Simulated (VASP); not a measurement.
Data:

```yaml
crystal:
  lattice:
    - [2.99631, 0.00000, 0.00000]
    - [-1.49816, 2.59488, 0.00000]
    - [0.00000, 0.00000, 7.05010]
  atoms:
    - { symbol: Sn, position: [0.33333, 0.66667, 0.03433] }
    - { symbol: Sn, position: [0.66667, 0.33333, 0.53433] }
    - { symbol: O, position: [0.33333, 0.66667, 0.34067] }
    - { symbol: O, position: [0.66667, 0.33333, 0.84067] }
```

The numbers are results of PBEsol GGA, VASP's PBE PAW potentials (set 64) (plane waves; VASP), not measurements. Numerical set-up: 620 eV cut-off, 12×12×5 Γ-centred mesh, first-order Methfessel-Paxton smearing of 0.10 eV, potentials Sn_d O.

Unless said otherwise, spin-orbit coupling is left out, though it shifts the bands of the heavy elements here.

**Question.** What does the run give for the energy per atom (σ→0), pressure, band gap (on the k-mesh) with the smallest direct gap where there is one?

**Answer.** 
The band gap (on the k-mesh) is none (metal, semimetal or under 0.01 eV), the energy per atom (σ→0) is -5.484 eV/atom and the pressure comes out as 19.95 GPa.

The structure was generated: SnO was put into the wurtzite type (P6_3mc), which need not be its known phase. It was relaxed first under an external pressure of 20 GPa.
